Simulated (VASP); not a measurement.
SiB:

```
Si B
1.0
     3.04585    0.00000    0.00000
    -1.52292    2.63778    0.00000
     0.00000    0.00000   13.58522
Si B
4 4
Cartesian
  0.0000 0.0000 1.0514
  0.0000 0.0000 12.5338
  0.0000 1.7585 5.7412
  0.0000 1.7585 7.8440
  1.5229 0.8793 4.7956
  1.5229 0.8793 8.7896
  0.0000 1.7585 1.9972
  0.0000 1.7585 11.5880
```

The cell was built by a generator and needn't be a form met in nature.

```yaml
Program: VASP 6.6.1
Task: relaxation of cell and atoms
Functional: PBE
Potentials_or_basis: VASP PAW PBE potentials, release 64 (Si, B)
Cutoff: 520 eV
k_mesh: 6 × 6 × 2
Occupations: gaussian, width 0.15 eV
Spin: no spin polarisation
```

At the start: pressure 12.0 GPa; volume 13.64 Å³/atom.

**Question.** Where does the relaxation end?

**Answer.** Over 18 steps the energy falls by 925.5 meV/atom and the volume is 11.90 Å³/atom (-12.8 %); space group P-6m2 (No. 187, to 0.05 Å).

Step by step:
| step | energy change (eV) | largest force (eV/Å) | pressure (GPa) | volume (Å³) |
| --- | --- | --- | --- | --- |
| 1 | 0.0000 | 4.2693 | 12.04 | 109.15 |
| 2 | -2.3206 | 1.5342 | -0.29 | 126.16 |
| 3 | -2.6366 | 1.7153 | -2.13 | 132.00 |
| 4 | -2.9489 | 1.5975 | -5.62 | 144.22 |
| 5 | -4.2876 | 0.9783 | -0.20 | 135.42 |
| 6 | -5.6964 | 0.3807 | 4.47 | 117.46 |
| 7 | -5.6810 | 3.2858 | 26.79 | 81.70 |
| 8 | -5.9199 | 0.4837 | 5.50 | 112.92 |
| 9 | -6.4443 | 1.5372 | 8.75 | 97.29 |
| 10 | -6.5341 | 2.1274 | 11.90 | 89.49 |
| 11 | -7.0804 | 1.1470 | -1.56 | 95.02 |
| 12 | -7.2604 | 0.5608 | 0.00 | 93.40 |
| 13 | -7.3417 | 0.3862 | 0.66 | 93.29 |
| 14 | -7.3600 | 0.4072 | 1.51 | 93.18 |
| 15 | -7.3878 | 0.2573 | -0.28 | 94.77 |
| 16 | -7.3884 | 0.2734 | -0.56 | 95.05 |
| 17 | -7.4028 | 0.1034 | -0.31 | 95.18 |
| 18 | -7.4041 | 0.0633 | -0.19 | 95.22 |

Final structure:
```yaml
crystal:
  lattice:
    - [3.41018, 0.00000, 0.00000]
    - [-1.70509, 2.95330, 0.00000]
    - [0.00000, 0.00000, 9.45494]
  atoms:
    - { symbol: Si, position: [0.00000, 0.00000, 0.14591] }
    - { symbol: Si, position: [0.00000, 0.00000, 0.85409] }
    - { symbol: Si, position: [0.33333, 0.66667, 0.34229] }
    - { symbol: Si, position: [0.33333, 0.66667, 0.65771] }
    - { symbol: B, position: [0.66667, 0.33333, 0.40981] }
    - { symbol: B, position: [0.66667, 0.33333, 0.59019] }
    - { symbol: B, position: [0.33333, 0.66667, 0.10076] }
    - { symbol: B, position: [0.33333, 0.66667, 0.89924] }
```

Caveat: the k mesh is coarse (spacing up to 0.40 Å⁻¹), so the values aren't converged; the relaxation stopped at a loose force limit of 0.08 eV/Å, so its end isn't a converged minimum.
